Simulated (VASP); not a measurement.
SiO2 (rutile) relaxed at rising pressure, in one space group throughout; other phases were not tried. The pressures are those reached. Level of theory: PBEsol GGA, VASP's PBE PAW potentials (set 64) (plane waves; VASP).

| P (GPa) | V (Å³/atom) | k-mesh |
|---|---|---|
| 0.09 | 7.855 | 5×5×8 |
| 4.87 | 7.729 | 5×5×8 |
| 10.03 | 7.609 | 6×6×8 |
| 19.85 | 7.404 | 6×6×8 |
| 29.88 | 7.223 | 6×6×8 |

A change of mesh leaves a small step in the series.

Fit an equation of state and predict the volume at 44.91 GPa.

Least squares on the third-order Birch-Murnaghan form, P = (3B0/2)(y⁷ − y⁵)[1 + (3/4)(B′ − 4)(y² − 1)] with y = (V0/V)^(1/3), gives V0 = 7.857 Å³/atom, B0 = 289 GPa and B′ = 4.9, and so 6.992 Å³/atom. The run gave 6.989 Å³/atom, -0.0 % from the fit.

Pressures at which the relaxation failed are left out.

The compound is SiO2 in the rutile structure, stishovite, a high-pressure form.
